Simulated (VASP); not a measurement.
Data:

```yaml
crystal:
  lattice:
    - [2.98777, 0.00000, 0.00000]
    - [0.00000, 2.98777, 0.00000]
    - [0.00000, 0.00000, 2.98777]
  atoms:
    - { symbol: Ti, position: [0.00000, 0.00000, 0.00000] }
    - { symbol: Co, position: [0.50000, 0.50000, 0.50000] }
```

The numbers are results of revPBE GGA, VASP's PBE PAW potentials (set 64) (plane waves; VASP), not measurements. Settings: 520 eV cut-off, Gaussian smearing of 0.050 eV, potentials Ti_sv Co.

Give the energies of bands 5 to 13 at the high-symmetry points, in eV from the Fermi level.

| band | Γ | X | M | R |
|---|---|---|---|---|
| 5 | -7.67 | -4.06 | -4.33 | -2.42 |
| 6 | -3.73 | -3.78 | -3.74 | -2.42 |
| 7 | -3.73 | -2.33 | -2.39 | -2.42 |
| 8 | -1.45 | -1.53 | -2.39 | -2.09 |
| 9 | -1.45 | -1.53 | -0.59 | -2.09 |
| 10 | -1.45 | -1.04 | -0.15 | -2.09 |
| 11 | 0.76 | -0.79 | 0.62 | -0.56 |
| 12 | 0.76 | 0.11 | 0.62 | -0.56 |
| 13 | 2.68 | 0.63 | 1.20 | 3.10 |

It has no gap at this level: it comes out as a metal or semimetal.

The compound is TiCo in the CsCl type structure. It was relaxed first. The run is not spin-polarised, so no magnetic state was tried. The electron count is odd and the run is not spin-polarised, which forces a metal.
